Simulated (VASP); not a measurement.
Lattice constant a of bcc metals: measurement against PBEsol

Computed values from VASP (plane waves, PAW); cells keep the symmetry of their structure type. Static lattice, each level at its own minimum.

Here x stands for PBEsol a and y for measured a.

```
solid  PBEsol a (Å)  measured a (Å)  cut-off (eV)  basis of the measured value
-----  ------------  --------------  ------------  ---------------------------
Mo            3.131               ?           520    0 K, zero-point corrected
W             3.155           3.160           520    0 K, zero-point corrected
Nb            3.269           3.294           520    0 K, zero-point corrected
Ta            3.284           3.299           520    0 K, zero-point corrected
Li            3.437           3.449           520    0 K, zero-point corrected
Na            4.173           4.214           520    0 K, zero-point corrected
K             5.219           5.212           520    0 K, zero-point corrected
Rb            5.568           5.576           520    0 K, zero-point corrected
Cs            6.016           6.039           520    0 K, zero-point corrected
```

Problem. Fit y against x with a straight line, and predict the withheld value at x = 3.131.

Solution. With u = x - 4.3, the rows have u = -1.1450, -1.0310, -1.0160, -0.8630, -0.1270, 0.9190, 1.2680, 1.7160. Means: u -0.034875, y 4.2804. About the means, the sum of products is 9.5396 and the sum of squares of u is 9.5545; the slope is their ratio. Least squares gives y = 4.3152 + 0.99844·u. Residuals (row less fit): -0.0120, 0.0082, -0.0018, -0.0045, 0.0256, -0.0208, -0.0052, 0.0105; standard error 0.0156 (degrees of freedom: 6). The slope is 0.998 with a standard error of 0.0050. Before the fit, PBEsol less measured has mean -0.0152, mean absolute 0.0170 and median absolute 0.0135 Å over these 8 rows. At the withheld row, u = -1.1690, so y = 4.3152 + 0.99844 × (-1.1690) = 3.1480 Å. The measured value is 3.141 Å, 0.0070 Å below the prediction (0.2 % of the range of y in the table). The row lies outside the fitted rows, so this is an extrapolation. From the scatter of the fitted rows alone, a prediction at this place has a standard error of 0.0175 Å, so the miss is 0.4 times that.

Plain PBEsol misses this row by -0.010 Å. The rows are a random draw of 9 from the 9 solids that have both values on this basis (zero-point corrected by the source), of 9 computed in this series. Not drawn: V to Ni and open 4f shells, rows kept for tests, unfit runs, cells that left their space group, values derived or compiled from fits, values whose temperature is given only as extrapolated, encyclopaedia, home-page and unnamed sources, sources from 2025 on. Measured values as quoted by these papers, many of them computational: Mo Daniel Mejia-Rodriguez et al., Physical Review B (2018), arXiv:1807.09216; W Daniel Mejia-Rodriguez et al., Physical Review B (2018), arXiv:1807.09216; Nb Daniel Mejia-Rodriguez et al., Physical Review B (2018), arXiv:1807.09216; Ta Daniel Mejia-Rodriguez et al., Physical Review B (2018), arXiv:1807.09216; Li Gábor I. Csonka et al., Physical Review B (2009), arXiv:0903.4037; Na Daniel Mejia-Rodriguez et al., Physical Review B (2018), arXiv:1807.09216; K Gábor I. Csonka et al., Physical Review B (2009), arXiv:0903.4037; Rb Gábor I. Csonka et al., Physical Review B (2009), arXiv:0903.4037; Cs Gábor I. Csonka et al., Physical Review B (2009), arXiv:0903.4037.
